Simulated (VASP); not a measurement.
Cost and result of VASP (PAW) for the lattice constant a of Ru (hcp). Static lattice. The cost counts the five points of the equation of state, each on the mesh and cut-off of its row, so the ratios hold those differences too. With PBEsol it took about 5 core-minutes. Times come from single runs on busy shared machines, so they are rough: good to a factor of about 2.

```tsv
level	k-mesh	cut-off (eV)	lattice constant a (Å)	cost over PBEsol
LDA	16×16×9	520	?	?
PBEsol	15×15×9	520	2.688	reference
r2SCAN	15×15×9	520	2.705	about 7 times
SCAN	15×15×9	520	?	about 7 times
```

Question: Complete the blanks.

Answer: 
- LDA, lattice constant a (Å): 2.680
- LDA, cost over PBEsol: within a factor of 2
- SCAN, lattice constant a (Å): 2.692

Left out are levels that failed, ran on another kind of processor or have no fit band path; at most nine are shown.

The compound is Ru in the hcp structure.
